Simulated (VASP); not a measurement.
## A VASP study of MgGaPSe (PBEsol + D3(BJ)): structure first, properties next

What structure does MgGaPSe take at this level, and what are its properties? The steps: rough relaxation of the start cell, relaxing cell and atoms (PBEsol + D3(BJ)), single point with fields (PBEsol + D3(BJ)), band structure (PBEsol + D3(BJ)), total and projected DOS (PBEsol + D3(BJ)), elastic tensor by finite strains (PBEsol + D3(BJ)), vibrations at Γ (PBEsol + D3(BJ)), response to an electric field (PBEsol + D3(BJ)) and field gradients at the nuclei (PBEsol + D3(BJ)). The cell is invented: it takes the structure of a Materials Project entry for ZnGaPS (space group 160 there), with some of its atoms replaced by other elements, volume scaled by an estimate. It may not be a known or stable phase. The atoms of the start are displaced at random from the sites of a R3m cell.

Program: VASP 6.6.1. Level of theory: PBEsol with D3(BJ); plane waves and PAW (Se, Ga_d, P, Mg); invented cell. Results are calculated unless marked as measured.

## Step 1: Starting point

Before any relaxation, the start is as follows. The structure is triclinic, space group P1 (No. 1). The conventional cell has a = 3.932 Å, b = 3.932 Å, c = 6.815 Å, α = 73.23°, β = 73.23°, γ = 60.00°. Nearest to Se lie 3 Mg at 2.40 to 2.43 Å and 1 Ga at 2.43 Å. Nearest to Ga lie 3 P at 2.38 to 2.40 Å and 1 Se at 2.43 Å. P has 3 Ga at 2.38 to 2.40 Å and 1 Mg at 2.42 Å nearest. Mg has 3 Se at 2.40 to 2.43 Å and 1 P at 2.42 Å nearest. It derives from ZnGaPS. It takes the structure of a Materials Project entry for ZnGaPS (space group 160 there), with some of its atoms replaced by other elements, volume scaled by an estimate. Farther neighbours and most contacts between anions are not listed.

Coordinates:

```xyz
4
Lattice="1.9659 1.1350 6.4256 -1.9659 1.1350 6.4256 0.0000 -2.2701 6.4256" Properties=species:S:1:pos:R:3 pbc="T T T"
Se    0.0065   -0.0006    7.2290
Ga   -0.0003   -0.0012    9.6561
P     0.0133    0.0017   16.8258
Mg    0.0120    0.0188   19.2419
```

## Step 2: Rough relaxation of the start cell

The start is only an estimate, so a cheap relaxation brings it near a minimum before any careful run. PBEsol restores the gradient expansion of exchange and is tuned for the cells of solids. A dispersion term adds the long-range attraction that semilocal functionals lack. D3 with Becke-Johnson damping keeps a finite attraction at short range.

Contents of INCAR:

```
SYSTEM = MgGaPSe
PREC = Normal
ENCUT = 400
EDIFF = 1E-05
NELM = 60
ISMEAR = -1
SIGMA = 0.05
LREAL = .FALSE.
ALGO = Fast
GGA = PS
IVDW = 12
NBANDS = 19
LORBIT = 11
LWAVE = .FALSE.
LCHARG = .FALSE.
KPAR = 2
IBRION = 2
NSW = 40
ISIF = 3
EDIFFG = -0.04
```

Contents of POSCAR:

```
MgGaPSe
1.0
    1.9659470000      1.1350400000      6.4256290000
   -1.9659470000      1.1350400000      6.4256290000
    0.0000000000     -2.2700800000      6.4256290000
Se Ga P Mg
1 1 1 1
Direct
    0.3765770000      0.3732780000      0.3751770000
    0.5006740000      0.5008170000      0.5012570000
    0.8764700000      0.8697180000      0.8723560000
    1.0039900000      0.9978940000      0.9926780000
```

Contents of KPOINTS:

```
Automatic mesh
0
Gamma
5 5 5
0 0 0
```

The projector-augmented-wave data sets are Se, Ga_d, P and Mg (PBE family, release 64).

Launch:

```bash
$ mpirun -np 2 vasp_std
```

Output:

```text
[banner, memory and clock lines left out]
running    2 mpi-ranks, on    1 nodes
 distrk:  each k-point on    1 cores,    2 groups
 distr:  one band on    1 cores,    1 groups

 POSCAR found type information on POSCAR SeGaP Mg
 POSCAR found :  4 types and       4 ions
|                                                                             |
|               ----> ADVICE to this user running VASP <----                  |
|                                                                             |
|     You enforced a specific xc type in the INCAR file but a different       |
|     [... a line on the potential file left out ...]
|     I HOPE YOU KNOW WHAT YOU ARE DOING!                                     |
|                                                                             |

 LDA part: xc-table for (Slater+PW92), standard interpolation
 POSCAR, INCAR and KPOINTS ok, starting setup
 FFT: planning ... GRIDC
 FFT: planning ... GRID_SOFT
 FFT: planning ... GRID
 WAVECAR not read
 entering main loop
       N       E                     dE             d eps       ncg     rms          rms(c)
DAV:   1     0.140192078825E+03    0.14019E+03   -0.10355E+04  2417   0.132E+03
DAV:   2    -0.313795018868E+01   -0.14333E+03   -0.13773E+03  2707   0.294E+02
DAV:   3    -0.175325133896E+02   -0.14395E+02   -0.14268E+02  2887   0.870E+01
DAV:   4    -0.179331929952E+02   -0.40068E+00   -0.39998E+00  3188   0.152E+01
DAV:   5    -0.179395025742E+02   -0.63096E-02   -0.63078E-02  2895   0.173E+00    0.515E+00
RMM:   6    -0.173549360724E+02    0.58457E+00   -0.84821E-01  2682   0.584E+00    0.314E+00
RMM:   7    -0.172738366210E+02    0.81099E-01   -0.61316E-01  2648   0.313E+00    0.136E+00
RMM:   8    -0.172683624084E+02    0.54742E-02   -0.42996E-02  2674   0.190E+00    0.292E-01
RMM:   9    -0.172693273137E+02   -0.96491E-03   -0.14737E-02  2947   0.881E-01    0.113E-01
RMM:  10    -0.172695019291E+02   -0.17462E-03   -0.22662E-03  3370   0.359E-01    0.947E-02
RMM:  11    -0.172695430022E+02   -0.41073E-04   -0.42169E-04  2924   0.199E-01    0.298E-02
RMM:  12    -0.172695532430E+02   -0.10241E-04   -0.11736E-04  2793   0.966E-02    0.892E-03
RMM:  13    -0.172695556602E+02   -0.24171E-05   -0.24278E-05  1774   0.456E-02
   1 F= -.18420302E+02 E0= -.18420302E+02  d E =-.184203E+02
 curvature:   0.00 expect dE= 0.000E+00 dE for cont linesearch  0.000E+00
 trial: gam= 0.00000 g(F)=  0.759E-01 g(S)=  0.109E+00 ort = 0.000E+00 (trialstep = 0.100E+01)
 search vector abs. value=  0.185E+00
 bond charge predicted
       N       E                     dE             d eps       ncg     rms          rms(c)
DAV:   1    -0.179582418392E+02   -0.68869E+00   -0.13517E+01  3267   0.531E+01    0.438E+00
RMM:   2    -0.175227701491E+02    0.43547E+00   -0.14101E+00  2955   0.122E+01    0.207E+00
RMM:   3    -0.174212166215E+02    0.10155E+00   -0.47602E-01  2691   0.588E+00    0.450E-01
RMM:   4    -0.174216711479E+02   -0.45453E-03   -0.98289E-02  3079   0.242E+00    0.419E-01
RMM:   5    -0.174219471274E+02   -0.27598E-03   -0.23334E-02  3343   0.113E+00    0.279E-01
RMM:   6    -0.174205537421E+02    0.13934E-02   -0.67901E-03  2584   0.771E-01    0.857E-02
RMM:   7    -0.174204022856E+02    0.15146E-03   -0.14039E-03  3087   0.317E-01    0.188E-02
RMM:   8    -0.174204275107E+02   -0.25225E-04   -0.35493E-04  2791   0.145E-01    0.227E-02
RMM:   9    -0.174204304001E+02   -0.28894E-05   -0.70265E-05  2210   0.757E-02
   2 F= -.18507562E+02 E0= -.18507562E+02  d E =-.872602E-01
[...]
3 F= -.18507612E+02 E0= -.18507612E+02  d E =-.873097E-01
[...]
4 F= -.18535664E+02 E0= -.18535664E+02  d E =-.280525E-01
[...]
5 F= -.18544793E+02 E0= -.18544793E+02  d E =-.371807E-01
[...]
6 F= -.18549239E+02 E0= -.18549239E+02  d E =-.444668E-02
[...]
7 F= -.18549513E+02 E0= -.18549513E+02  d E =-.471996E-02
 curvature:  -0.81 expect dE=-0.166E-02 dE for cont linesearch -0.191E-04
 trial: gam= 0.27406 g(F)=  0.395E-03 g(S)=  0.165E-02 ort = 0.395E-03 (trialstep = 0.124E+01)
 search vector abs. value=  0.276E-02
 bond charge predicted
       N       E                     dE             d eps       ncg     rms          rms(c)
DAV:   1    -0.174473528908E+02   -0.10067E-01   -0.18472E-01  2694   0.330E+00    0.449E-01
RMM:   2    -0.174429005756E+02    0.44523E-02   -0.10186E-02  2885   0.902E-01    0.249E-01
RMM:   3    -0.174408172414E+02    0.20833E-02   -0.54755E-03  2856   0.486E-01    0.479E-02
RMM:   4    -0.174408637642E+02   -0.46523E-04   -0.10070E-03  3357   0.245E-01    0.368E-02
RMM:   5    -0.174408559572E+02    0.78071E-05   -0.99793E-05  2675   0.846E-02
   8 F= -.18550887E+02 E0= -.18550887E+02  d E =-.137439E-02
 trial-energy change:   -0.001374  1 .order   -0.001375   -0.002673   -0.000077
 step:   1.2763(harm=  1.2763)  dis= 0.00629  next Energy=   -18.550889 (dE=-0.138E-02)
 reached required accuracy - stopping structural energy minimisation
```

It took 7.6 min on 2 MPI ranks of AMD EPYC 7R43, shared host; peak memory 0.5 GiB; 15 min of CPU time.

The logs omit lines about the potential files and the build; timing stands in the text.

OUTCAR, selected parts (step 2):

```text
ion  position               nearest neighbor table
   1  0.377  0.373  0.375-   4 2.40   4 2.42   2 2.43   4 2.43
   2  0.501  0.501  0.501-   3 2.38   3 2.39   3 2.40   1 2.43
   3  0.876  0.870  0.872-   2 2.38   2 2.39   2 2.40   4 2.42
   4  0.004  0.998  0.993-   1 2.40   3 2.42   1 2.42   1 2.43

  LATTYP: Found a trigonal (rhomboedric) cell.
 ALAT       =     6.8148346608
 COS(alpha) =     0.8335579871

 Subroutine GETGRP returns: Found  1 space group operations
 (whereof  1 operations were pure point group operations)

The static configuration has the point symmetry C_1 .

 Found     63 irreducible k-points:

   k-points           NKPTS =     63   k-points in BZ     NKDIM =     63   number of bands    NBANDS=     19

   dimension x,y,z NGX =    36 NGY =   36 NGZ =   36
   dimension x,y,z NGXF=    72 NGYF=   72 NGZF=   72

   ENCUT  =  400.0 eV  29.40 Ry    5.42 a.u.  11.11 11.11 11.11*2*pi/ulx,y,z

   NELECT =      26.0000    total number of electrons

 k-points in reciprocal lattice and weights: Automatic mesh
   0.00000000  0.00000000  0.00000000       0.008
   0.20000000  0.00000000 -0.00000000       0.016
   0.00000000  0.20000000 -0.00000000       0.016
   0.00000000  0.00000000  0.20000000       0.016
   0.40000000 -0.00000000 -0.00000000       0.016
  -0.00000000  0.40000000 -0.00000000       0.016
  -0.00000000 -0.00000000  0.40000000       0.016
   0.20000000  0.20000000 -0.00000000       0.016
  -0.20000000  0.00000000 -0.20000000       0.016
[...]
0.40000000 -0.40000000  0.40000000       0.016
   0.40000000  0.40000000 -0.40000000       0.016

 Edisp (eV)   -1.11223

 average (electrostatic) potential at core
       1 -54.1440       2 -66.6384       3 -84.4415       4 -37.3906

 E-fermi :   3.6135

 k-point     1 :       0.0000    0.0000    0.0000
  band No.  band energies     occupation
    ...
      9       2.0134      2.00000
     10       2.0147      2.00000
     11       2.6490      2.00000
     12       2.8122      2.00000
     13       2.8147      2.00000
     14       4.3386      0.00000
     15       5.9650      0.00000
     16       7.4527      0.00000
     17       7.4543      0.00000
     18       8.0275      0.00000
    ...

 k-point     2 :       0.2000    0.0000   -0.0000
  band No.  band energies     occupation
    ...
      9       0.1991      2.00000
     10       0.8794      2.00000
     11       1.6443      2.00000
     12       2.2812      2.00000
     13       2.3534      2.00000
     14       5.7414      0.00000
     15       6.7474      0.00000
     16       7.8448      0.00000
     17       8.3254      0.00000
     18       8.6765      0.00000
    ...

 k-point     3 :       0.0000    0.2000   -0.0000
  band No.  band energies     occupation
    ...
      9       0.2009      2.00000
     10       0.8788      2.00000
     11       1.6436      2.00000
     12       2.2797      2.00000
     13       2.3535      2.00000
     14       5.7385      0.00000
     15       6.7476      0.00000
     16       7.8451      0.00000
     17       8.3259      0.00000
     18       8.6772      0.00000
    ...

 Edisp (eV)   -1.11003

  Total      -0.08798    -0.05804    -0.02335    -0.01175     0.01095     0.01039
  in kB      -1.58004    -1.04228    -0.41925    -0.21105     0.19672     0.18664
  external pressure =       -1.01 kB  Pullay stress =        0.00 kB

  energy-cutoff  :      400.00
  volume of cell :       89.22
      direct lattice vectors                 reciprocal lattice vectors
     1.962779096  1.134395195  6.681654203     0.254634280  0.147022057  0.049902020
    -1.964294806  1.133974912  6.682243877    -0.254650779  0.147076225  0.049835064
    -0.001119406 -2.265836806  6.681353270     0.000038974 -0.294124508  0.049924303

 POSITION                                       TOTAL-FORCE (eV/Angst)
 -----------------------------------------------------------------------------------
      0.00741      0.00878      7.61847         0.008462      0.008841      0.022195
      0.00514      0.00211     10.07599         0.001527     -0.008211     -0.031215
      0.00484      0.00277     17.43586        -0.001568      0.008218      0.003105
      0.00679      0.01198     19.93322        -0.008421     -0.008849      0.005915
 -----------------------------------------------------------------------------------
    total drift:                               -0.002856     -0.008346      0.015986

  FREE ENERGIE OF THE ION-ELECTRON SYSTEM (eV)
  ---------------------------------------------------
  free  energy   TOTEN  =       -18.5508870346 eV

  energy  without entropy=      -18.5508870212  energy(sigma->0) =      -18.55088703

 reached required accuracy - stopping structural energy minimisation

 total charge
# of ion       s       p       d       tot
------------------------------------------
    1        1.435   2.521   0.017   3.974
    2        0.859   0.792  10.014  11.664
    3        1.015   1.516   0.000   2.531
    4        0.184   0.164   0.038   0.386
--------------------------------------------------
tot          3.493   4.993  10.069  18.556

[... 3 further parts left out ...]
```

The gap is read on the k-mesh alone, so it is an upper bound where the band edges lie off the mesh, and a coarse mesh can show a gap where there is none. This relaxation is a rough one on cheap settings, only to bring the start near its minimum. The PAW data sets were made with PBE, which is usual practice but a small mismatch for other functionals.

Relaxation path:

```csv
step,energy less that of the first step (eV),largest force (eV/Å),pressure (GPa),volume (Å³)
1,0.0000,0.8596,3.00,86.03
2,-0.0873,0.5007,-1.07,91.13
3,-0.0873,0.4962,-1.11,91.06
4,-0.1154,0.2899,-0.60,90.12
5,-0.1245,0.2442,-0.02,89.24
6,-0.1289,0.0823,0.16,89.08
7,-0.1292,0.0635,0.10,89.04
8,-0.1306,0.0323,-0.10,89.22
```

```csv
cell as run,before,after,change
a (Å),6.815,7.056,+3.5 %
b (Å),6.815,7.057,+3.5 %
c (Å),6.815,7.055,+3.5 %
α (°),33.53,32.31,-3.7 %
β (°),33.53,32.31,-3.6 %
γ (°),33.53,32.31,-3.6 %
volume (Å³/atom),21.51,22.30,+3.7 %
```

The atoms that moved most (Å, as changes of fractional coordinates times the final cell):

```csv
atom,dx,dy,dz,length
Se1,0.002,0.008,0.101,0.102
Mg4,-0.003,-0.009,-0.076,0.076
P3,-0.006,-0.001,-0.061,0.061
Ga2,0.007,0.002,0.035,0.036
```

The relaxed structure:

```xyz
4
Lattice="1.9628 1.1344 6.6817 -1.9643 1.1340 6.6822 -0.0011 -2.2658 6.6814" Properties=species:S:1:pos:R:3 pbc="T T T"
Se    0.0074    0.0088    7.6185
Ga    0.0051    0.0021   10.0760
P     0.0048    0.0028   17.4359
Mg    0.0068    0.0120   19.9332
```

This step gave:

```
electrons                              : 26
bands                                  : 19
irreducible k-points                   : 63
symmetry operations                    : 1
free energy (TOTEN)                    : -18.55 eV
Fermi energy                           : 3.614 eV
pressure                               : -0.1014 GPa
metallic, judged on the points sampled : no
valence top at k                       : 0, 0, 0
conduction bottom at k                 : 0, 0, 0
least direct gap at k                  : 0, 0, 0
SCF cycles over all ionic steps        : 54
gap on the k-mesh                      : 1.524 eV
least direct gap on the k-mesh         : 1.524 eV
```

It ends with a largest force of 0.032 eV/Å and a pressure of -0.10 GPa.

[end of part 1 of 8]

[Lines on the potential files, build, host, timing and source positions are cut from VASP's logs without a mark.]

[Logs are printed without paths, hosts, clocks, repeated set-up lines and the standing remarks that a program may print on its own settings, such as how far it seeks lower states.]

[Hosts, paths, dates, database ids (printed as entryN), source tags and the programs' standing remarks are cut or masked in the printed files.]

[A measured line is paired with the nearest computed mode of its activity, which favours agreement.]

[In band tables of VASP the shares of atoms and orbitals are scaled to a sum of 1 inside the atoms' spheres.]
